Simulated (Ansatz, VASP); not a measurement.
## Two plane-wave programs on Al2Cl

INCAR

```
SYSTEM = Al2Cl
PREC = Accurate
ENCUT = 600
EDIFF = 1E-6
ISMEAR = 0
SIGMA = 0.1
LREAL = .FALSE.
LASPH = .TRUE.
NELM = 100
ALGO = Normal
ISIF = 3
LWAVE = .FALSE.
LCHARG = .FALSE.
GGA = PE
IBRION = 2
NSW = 90
EDIFFG = -0.04
```

The input KPOINTS:

```
Automatic mesh
0
G
  6 6 6
  0 0 0
```

The input POSCAR:

```
Al2Cl
1.0
    0.0000000000      3.1586756100      3.1586756100
    3.1586756100      0.0000000000      3.1586756100
    3.1586756100      3.1586756100      0.0000000000
Al Cl
2 1
Direct
    0.2500000000      0.2500000000      0.2500000000
    0.7500000000      0.7500000000      0.7500000000
    0.0000000000      0.0000000000      0.0000000000
```

Input for Ansatz:

```yaml
crystal:
  lattice:
    - [0.0, 3.15867561, 3.15867561]
    - [3.15867561, 0.0, 3.15867561]
    - [3.15867561, 3.15867561, 0.0]
  atoms:
    - { symbol: Al, position: [0.25, 0.25, 0.25] }
    - { symbol: Al, position: [0.75, 0.75, 0.75] }
    - { symbol: Cl, position: [0.0, 0.0, 0.0] }
basis:
  ecutwfc: 420
kpoints:
  mp_grid: { grid: [6, 6, 6] }
hamiltonian:
  xc: pbe
scf:
  occupations: { method: gaussian, width: 0.1 }
  lower_state_search: "off"
output:
  forces: true
  stress: true
  eigenvalues: true
relax:
  adjacent_minimum: "off"
  f_tol: 0.04
  max_steps: 70
  cell: { stress_tol: 0.4 }
```

Change from the starting cell: species swapped into the Al2Au type (Fm-3m, No. 225).

Alike in both runs: task relaxation of cell and atoms; functional PBE; k mesh 6 × 6 × 6; occupations gaussian, width 0.1 eV; no spin polarisation.

|  | VASP | Ansatz |
| --- | --- | --- |
| version | VASP 6.6.1 | Ansatz 0.2.0 |
| potentials or method | VASP PAW PBE potentials, release 64 (Al, Cl) | scalar-relativistic, plane waves, PAW |
| plane-wave cutoff (eV) | 600 | 420 |
| valence electrons in the cell | 13 | 13 |

Ansatz gave:

```
gap on the k mesh at the Fermi level, each at its own relaxed structure (eV) : none
relaxed volume (Å³/atom)                                                     : 27.69
relaxed cell length with the largest relative difference (Å)                 : 4.897
energy change over the relaxation (meV/atom)                                 : -178
```

Which values does VASP return?

gap on the k mesh at the Fermi level, each at its own relaxed structure (eV): none; relaxed volume (Å³/atom): 28.14; relaxed cell length with the largest relative difference (Å): 4.924; energy change over the relaxation (meV/atom): -178.

A gap of «none» marks a metal or a gap that the smearing closes.

Caveats: the volume moved by over 15 % at a fixed basis, so the end points are rough (VASP); an odd number of electrons without spin polarisation forces a metal; a magnetic or distorted state may lie lower.
